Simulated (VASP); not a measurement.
A run of VASP 6.6.1 is set up as follows.

INCAR

```
PREC     = Accurate       # precision mode
ENCUT    = 520            # plane-wave cutoff, eV
EDIFF    = 1E-7           # SCF threshold, eV
ISMEAR   = 0              # smearing method
SIGMA    = 0.05           # smearing width, eV
LREAL    = False          # projectors in reciprocal space
LASPH    = True           # aspherical terms in the spheres
NELM     = 100            # most SCF steps
ALGO     = Fast           # electronic algorithm
ISIF     = 2              # what is computed and relaxed
LWAVE    = False          # write WAVECAR
LCHARG   = True           # write CHGCAR
ISPIN    = 2              # spin polarisation
MAGMOM   = 0.44 0 0       # initial moments
LORBIT   = 11             # projections on sites
LMAXMIX  = 4              # l up to which the mixer works
LDAU     = True           # DFT+U
LDAUTYPE = 2            
LDAUL    = 2 -1           # shell
LDAUU    = 4 0            # U, eV
LDAUJ    = 0 0          
LDAUPRINT= 1            
GGA      = CA             # functional
LELF     = True           # ELF
LVHAR    = True         
NBANDS   = 23             # bands
```

KPOINTS

```
Automatic mesh
0
Gamma
  6 6 6
```

File POSCAR:

```
PtF2
1.0
    0.0000000000      2.5525506100      2.5525506100
    2.5525506100      0.0000000000      2.5525506100
    2.5525506100      2.5525506100      0.0000000000
Pt F
1 2
Direct
    0.0000000000      0.0000000000      0.0000000000
    0.2500000000      0.2500000000      0.2500000000
    0.7500000000      0.7500000000      0.7500000000
```

Potentials or basis: VASP PAW LDA potentials, release 64 (Pt, F).

Run with:

```console
$ cat potpaw_LDA.64/Pt/POTCAR potpaw_LDA.64/F/POTCAR > POTCAR
$ mpirun -np 1 vasp_std > vasp.out
```

(1) Estimate the band gap on the k mesh.

(2) Predict the pressure.

(3) Estimate the net moment.

(4) Estimate the site moments.

Answers

(1) none (metal or under the smearing width).

(2) 18.3 GPa.

(3) 2.01 μB per cell.

(4) Pt +1.58; F +0.22 μB.
